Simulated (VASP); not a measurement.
Energy against volume of MgO (rock salt). All values below come from AM05 GGA, VASP's PBE PAW potentials (set 64) (plane waves; VASP). Run with 520 eV cut-off, 11×11×11 Γ-centred mesh, Gaussian smearing of 0.050 eV, potentials Mg O.

```
V (Å³/atom)  E (eV/atom)
-----------  -----------
9.087           -6.06412
9.368           -6.06886
9.649           -6.06529
9.930           -6.05456
```

Fit these four points and predict the energy of the run at 8.806 Å³/atom.

A cubic in V^(−2/3), the third-order Birch-Murnaghan form, passes through the four points with V0 = 9.38 Å³/atom and B0 = 157 GPa, and gives -6.0497 eV/atom there. The run gave -6.0496 eV/atom, +0.1 meV/atom from the fit; all five points give B0 = 157 GPa.

The compound is MgO in the rock salt structure. It was relaxed first.
